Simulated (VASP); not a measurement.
ZnBi3, 4 atoms in the cell. The structure is cubic, space group Pm-3m (No. 221). The conventional cell has a = 4.873 Å, b = 4.873 Å, c = 4.873 Å, α = 90.00°, β = 90.00°, γ = 90.00°. Zn (site symmetry m-3m) has 12 Bi at 3.45 Å as nearest neighbours. Bi (site symmetry 4/mmm) has 4 Zn at 3.45 Å and 8 Bi at 3.45 Å as nearest neighbours. The cell comes from a database or a generator and needn't be the stable form of this composition.

```yaml
Program: VASP 6.6.1
Task: single point
Functional: BLYP
Potentials_or_basis: VASP PAW PBE potentials, release 64 (Zn, Bi_d)
Cutoff: 520 eV
k_mesh: 5 × 5 × 5
Occupations: gaussian, width 0.05 eV
Spin: no spin polarisation
Dipole_correction: no
Further_INCAR_settings: ALGO = Normal; EDIFF = 1e-06; NBANDS = 36
```

Potentials or basis: VASP PAW PBE potentials, release 64 (Zn, Bi_d).

Run with:

```bash
$ cat potpaw_PBE.64/Zn/POTCAR potpaw_PBE.64/Bi_d/POTCAR > POTCAR
$ mpirun -np 1 vasp_std > vasp.out
```

Hardware: 1 thread of Intel(R) Xeon(R) Platinum 8259CL CPU @ 2.50GHz (Skylake/Cascade Lake), on a shared host.

Question: Estimate the wall time of this run.

Answer: It took 62 s on 1 thread of Intel(R) Xeon(R) Platinum 8259CL CPU @ 2.50GHz (Skylake/Cascade Lake) (shared host), peak memory 0.21 GiB. Counts: scf iterations 12, k points 10.
